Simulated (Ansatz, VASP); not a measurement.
# TiSnTe3 (perovskite type (invented)): VASP beside Ansatz, part 2 of 2

Wanted: the spread between two codes on one cell, functional and k mesh. The cell is generated by rule, not measured, and may not be a known phase. The cell is taken from a series of runs on this material, whose earlier steps may have relaxed, scaled, displaced or heated it; both programs get it as it stands.

VASP 6.6.1 and Ansatz 0.2.0.

So far: The structure; Ansatz: relaxation of cell and atoms, PBE.

## (3) VASP: relaxation of cell and atoms, PBE

Level of this step: PBE, no spin polarisation; plane waves and PAW (Sn_d, Ti_sv, Te); invented cell (VASP).

The same cell, functional, mesh and smearing now go to VASP, with its own data sets.

Lines of VASP's logs that name or quote its potential files are left out, and so is its time.

Input file INCAR:

```
SYSTEM = TiSnTe3
PREC = Accurate
ENCUT = 500
EDIFF = 1E-07
NELM = 120
ISMEAR = 0
SIGMA = 0.1
LREAL = .FALSE.
ALGO = Normal
GGA = PE
NBANDS = 28
LASPH = .TRUE.
LORBIT = 11
LWAVE = .FALSE.
LCHARG = .FALSE.
ISIF = 3
IBRION = 2
NSW = 80
EDIFFG = -0.005
GGA_COMPAT = .FALSE.
NELMIN = 4
KPAR = 2
```

Input file POSCAR:

```
TiSnTe3
1.0
    5.3804570000      0.0000000000      0.0000000000
    0.0000000000      5.3804570000      0.0000000000
    0.0000000000      0.0000000000      5.3804570000
Sn Ti Te
1 1 3
Direct
    0.0000000000      0.0000000000      0.0000000000
    0.5000000929      0.5000000929      0.5000000929
    0.5000000929      0.5000000929      0.0000000000
    0.5000000929      0.0000000000      0.5000000929
    0.0000000000      0.5000000929      0.5000000929
```

Input file KPOINTS:

```
Automatic mesh
0
Gamma
8 8 8
0 0 0
```

Potentials, in the order of the species: Sn_d, Ti_sv and Te (PBE family, release 64).

On the command line:

```bash
$ mpirun -np 2 vasp_std
```

Numbers of over 12 decimals in the logs are rounded to 6 here.

The log of the run:

```text
[banner, memory and clock lines left out]
running    2 mpi-ranks, on    1 nodes
 distrk:  each k-point on    1 cores,    2 groups
 distr:  one band on    1 cores,    1 groups

 POSCAR found type information on POSCAR SnTiTe
 POSCAR found :  3 types and       5 ions
 LDA part: xc-table for (Slater+PW92), standard interpolation
 POSCAR, INCAR and KPOINTS ok, starting setup
 FFT: planning ... GRIDC
 FFT: planning ... GRID_SOFT
 FFT: planning ... GRID
 WAVECAR not read
 entering main loop
       N       E                     dE             d eps       ncg     rms          rms(c)
DAV:   1     0.393974909940E+03    0.39397E+03   -0.19319E+04  1960   0.155E+03
DAV:   2     0.308003935432E+02   -0.36317E+03   -0.35548E+03  1992   0.414E+02
DAV:   3    -0.201711516715E+02   -0.50972E+02   -0.48956E+02  3160   0.140E+02
DAV:   4    -0.242207772086E+02   -0.40496E+01   -0.40180E+01  2728   0.334E+01
DAV:   5    -0.244783232493E+02   -0.25755E+00   -0.25735E+00  2868   0.640E+00    0.123E+01
DAV:   6    -0.259273572348E+02   -0.14490E+01   -0.42204E+01  2716   0.315E+01    0.235E+01
DAV:   7    -0.220864724963E+02    0.38409E+01   -0.60324E+01  2788   0.367E+01    0.729E+00
DAV:   8    -0.217016366303E+02    0.38484E+00   -0.18330E+00  2320   0.693E+00    0.375E+00
DAV:   9    -0.215416422719E+02    0.15999E+00   -0.77786E-01  2692   0.477E+00    0.117E+00
DAV:  10    -0.215378076184E+02    0.38347E-02   -0.55352E-02  2704   0.131E+00    0.379E-01
DAV:  11    -0.215383017077E+02   -0.49409E-03   -0.31985E-03  2768   0.280E-01    0.299E-01
DAV:  12    -0.215385418064E+02   -0.24010E-03   -0.99746E-04  2444   0.207E-01    0.570E-02
DAV:  13    -0.215384555332E+02    0.86273E-04   -0.19131E-04  2488   0.706E-02    0.255E-02
DAV:  14    -0.215384579862E+02   -0.24531E-05   -0.16356E-05  2820   0.238E-02    0.136E-02
DAV:  15    -0.215384579883E+02   -0.20509E-08   -0.22274E-06  2900   0.697E-03    0.769E-03
DAV:  16    -0.215384573969E+02    0.59144E-06   -0.40256E-06  2580   0.120E-02    0.369E-03
DAV:  17    -0.215384572920E+02    0.10489E-06   -0.46502E-07  2060   0.350E-03    0.100E-03
DAV:  18    -0.215384573377E+02   -0.45702E-07   -0.64792E-08  1284   0.136E-03
   1 F= -.21538457E+02 E0= -.21523334E+02  d E =-.215385E+02
 curvature:   0.00 expect dE= 0.000E+00 dE for cont linesearch  0.000E+00
 trial: gam= 0.00000 g(F)=  0.000E+00 g(S)=  0.546E-03 ort = 0.000E+00 (trialstep = 0.100E+01)
 search vector abs. value=  0.546E-03
 bond charge predicted
       N       E                     dE             d eps       ncg     rms          rms(c)
DAV:   1    -0.215462740520E+02   -0.78168E-02   -0.13670E-01  2224   0.384E+00    0.707E-01
DAV:   2    -0.215709794881E+02   -0.24705E-01   -0.17765E-01  2640   0.269E+00    0.152E+00
DAV:   3    -0.215392892432E+02    0.31690E-01   -0.11577E-01  2656   0.181E+00    0.210E-01
DAV:   4    -0.215386327349E+02    0.65651E-03   -0.41923E-03  2184   0.519E-01    0.779E-02
DAV:   5    -0.215386278076E+02    0.49274E-05   -0.50141E-04  2904   0.105E-01    0.657E-02
DAV:   6    -0.215386403976E+02   -0.12590E-04   -0.41279E-05  2848   0.347E-02    0.392E-02
DAV:   7    -0.215386504671E+02   -0.10070E-04   -0.33686E-05  3020   0.192E-02    0.152E-02
DAV:   8    -0.215386523733E+02   -0.19061E-05   -0.61455E-06  3056   0.117E-02    0.343E-03
DAV:   9    -0.215386525358E+02   -0.16250E-06   -0.74397E-07  2464   0.437E-03    0.101E-03
DAV:  10    -0.215386526027E+02   -0.66955E-07   -0.26796E-08  1200   0.125E-03
   2 F= -.21538653E+02 E0= -.21523581E+02  d E =-.195265E-03
 trial-energy change:   -0.000195  1 .order   -0.000189   -0.000546    0.000167
 step:   0.7741(harm=  0.7652)  dis= 0.00000  next Energy=   -21.538671 (dE=-0.214E-03)
 bond charge predicted
       N       E                     dE             d eps       ncg     rms          rms(c)
DAV:   1    -0.215390673898E+02   -0.41485E-03   -0.70068E-03  2200   0.872E-01    0.164E-01
DAV:   2    -0.215404385120E+02   -0.13711E-02   -0.96459E-03  2636   0.633E-01    0.341E-01
DAV:   3    -0.215387047859E+02    0.17337E-02   -0.55730E-03  2664   0.405E-01    0.415E-02
DAV:   4    -0.215386753427E+02    0.29443E-04   -0.19514E-04  2240   0.111E-01    0.179E-02
DAV:   5    -0.215386729212E+02    0.24214E-05   -0.23601E-05  2912   0.235E-02    0.144E-02
DAV:   6    -0.215386727552E+02    0.16601E-06   -0.20517E-06  2684   0.796E-03    0.856E-03
DAV:   7    -0.215386719506E+02    0.80463E-06   -0.17832E-06  2804   0.432E-03    0.313E-03
DAV:   8    -0.215386716592E+02    0.29145E-06   -0.23634E-07  2432   0.229E-03    0.855E-04
DAV:   9    -0.215386716084E+02    0.50804E-07   -0.34659E-08  1156   0.107E-03
   3 F= -.21538672E+02 E0= -.21523588E+02  d E =-.214271E-03
 curvature:  -0.38 expect dE=-0.722E-07 dE for cont linesearch -0.722E-07
 trial: gam= 0.00000 g(F)=  0.559E-47 g(S)=  0.189E-06 ort =-0.102E-04 (trialstep = 0.955E+00)
 search vector abs. value=  0.189E-06
 reached required accuracy - stopping structural energy minimisation
```

Parts of OUTCAR (step 3):

```text
ion  position               nearest neighbor table
   1  0.000  0.000  0.000-
   2  0.500  0.500  0.500-   3 2.69   4 2.69   5 2.69   3 2.69   4 2.69   5 2.69
   3  0.500  0.500  0.000-   2 2.69   2 2.69
   4  0.500  0.000  0.500-   2 2.69   2 2.69
   5  0.000  0.500  0.500-   2 2.69   2 2.69

  LATTYP: Found a simple cubic cell.
 ALAT       =     5.3804570000

 Subroutine GETGRP returns: Found 48 space group operations
 (whereof 48 operations were pure point group operations)

The static configuration has the point symmetry O_h .

 Found     35 irreducible k-points:

   k-points           NKPTS =     35   k-points in BZ     NKDIM =     35   number of bands    NBANDS=     28

   dimension x,y,z NGX =    40 NGY =   40 NGZ =   40
   dimension x,y,z NGXF=    80 NGYF=   80 NGZF=   80

   ENCUT  =  500.0 eV  36.75 Ry    6.06 a.u.   9.81  9.81  9.81*2*pi/ulx,y,z

   NELECT =      44.0000    total number of electrons

 k-points in reciprocal lattice and weights: Automatic mesh
   0.00000000  0.00000000  0.00000000       0.002
   0.12500000  0.00000000  0.00000000       0.012
   0.25000000  0.00000000  0.00000000       0.012
   0.37500000  0.00000000  0.00000000       0.012
   0.50000000  0.00000000  0.00000000       0.006
   0.12500000  0.12500000  0.00000000       0.023
   0.25000000  0.12500000  0.00000000       0.047
   0.37500000  0.12500000  0.00000000       0.047
   0.50000000  0.12500000  0.00000000       0.023
[...]
0.50000000  0.50000000  0.37500000       0.012
   0.50000000  0.50000000  0.50000000       0.002

 average (electrostatic) potential at core
       1-102.0600       2 -75.7002       3 -88.3350       4 -88.3350       5 -88.3350

 E-fermi :   6.1485

 k-point     1 :       0.0000    0.0000    0.0000
  band No.  band energies     occupation
    ...
     21       5.3434      2.00000
     22       5.3434      2.00000
     23       5.7470      2.00000
     24       5.7470      2.00000
     25       5.7470      2.00000
     26       6.8682      0.00000
     27       6.8682      0.00000
     28       8.5282      0.00000

 k-point     2 :       0.1250    0.0000    0.0000
  band No.  band energies     occupation
    ...
     21       5.2794      2.00000
     22       5.2794      2.00000
     23       5.7520      2.00000
     24       6.1392      1.10484
     25       6.1392      1.10484
     26       6.8779      0.00000
     27       7.0236      0.00000
     28       8.2818      0.00000

 k-point     3 :       0.2500    0.0000    0.0000
  band No.  band energies     occupation
    ...
     19       4.5475      2.00000
     20       4.6315      2.00000
     21       5.3816      2.00000
     22       5.3816      2.00000
     23       5.7641      2.00000
     24       6.5415      0.00000
     25       6.5415      0.00000
     26       6.8558      0.00000
     27       6.8940      0.00000
     28       8.0331      0.00000

  Total        0.0025552      0.0025552      0.0025552      0.0000000      0.0000000     -0.0000000
  in kB        0.0263645      0.0263645      0.0263645      0.0000000      0.0000000     -0.0000000
  external PRESSURE =       0.0263645 kB  Pullay stress =       0.0000000 kB

  energy-cutoff  :      500.00
  volume of cell :      155.28
      direct lattice vectors                 reciprocal lattice vectors
     5.374937959 -0.000000000  0.000000000     0.186048659  0.000000000  0.000000000
    -0.000000000  5.374937959 -0.000000000     0.000000000  0.186048659  0.000000000
     0.000000000 -0.000000000  5.374937959     0.000000000  0.000000000  0.186048659

 POSITION                                       TOTAL-FORCE (eV/Angst)
 -----------------------------------------------------------------------------------
      0.00000      0.00000      0.00000        -0.000000     -0.000000      0.000000
      2.68747      2.68747      2.68747         0.000000      0.000000      0.000000
      2.68747      2.68747     -0.00000        -0.000000     -0.000000      0.000000
      2.68747     -0.00000      2.68747        -0.000000     -0.000000      0.000000
     -0.00000      2.68747      2.68747        -0.000000     -0.000000      0.000000
 -----------------------------------------------------------------------------------
    total drift:                               -0.001357     -0.001357     -0.001357

  FREE ENERGIE OF THE ION-ELECTRON SYSTEM (eV)
  ---------------------------------------------------
  free  energy   TOTEN  =       -21.5386716084 eV

  energy  without entropy=      -21.5085037696  energy(sigma->0) =      -21.52358769

 reached required accuracy - stopping structural energy minimisation

 total charge
# of ion       s       p       d       tot
------------------------------------------
    1        1.387   0.538   9.946  11.871
    2        2.171   6.132   1.930  10.232
    3        1.385   1.987   0.028   3.399
    4        1.385   1.987   0.028   3.399
    5        1.385   1.987   0.028   3.399
--------------------------------------------------
tot          7.712  12.630  11.960  32.301

[... 3 further parts left out ...]
```

This run has no spin polarisation, so a moment on Ti, if there is one, isn't seen.

## (4) Side by side

Known differences besides the potentials themselves: the data sets hold 74 valence electrons in Ansatz (on its default PAW (the set named soft_2) files) and 44 in VASP; the cutoff is 420 eV in Ansatz and 500 eV in VASP; Ansatz adds a Pulay correction to the stress that steers its cell, VASP none. Total energies have different zeros and are not compared.

The two programs side by side:

```csv
quantity,Ansatz,VASP,difference
volume (Å³),155.36,155.28,+0.05 %
"edge a after relaxation, in the typed setting (Å)",5.376,5.375,+0.02 %
```

## (5) What came out

- difference in volume (relaxation of cell and atoms, PBE): 0.049 %

What this shows: The difference in volume is 0.049 % (relaxation of cell and atoms, PBE), within the 1.2 % picked in this series as the mark of a large difference, as far as the stopping tolerances let one tell. The data sets hold unlike numbers of valence electrons (74 in Ansatz and 44 in VASP), so part of the differences comes from the potentials. 1 further run of this series is not shown here. Such differences can come from data sets, numerical settings and the points named under the comparisons, not from the functional's error against experiment.

[Lines on the potential files, build, host, timing and source positions are cut from VASP's logs without a mark.]

[Logs are printed without paths, hosts, clocks, repeated set-up lines and the standing remarks that a program may print on its own settings, such as how far it seeks lower states.]

[Hosts, paths, dates, database ids (printed as entryN), source tags and the programs' standing remarks are cut or masked in the printed files.]
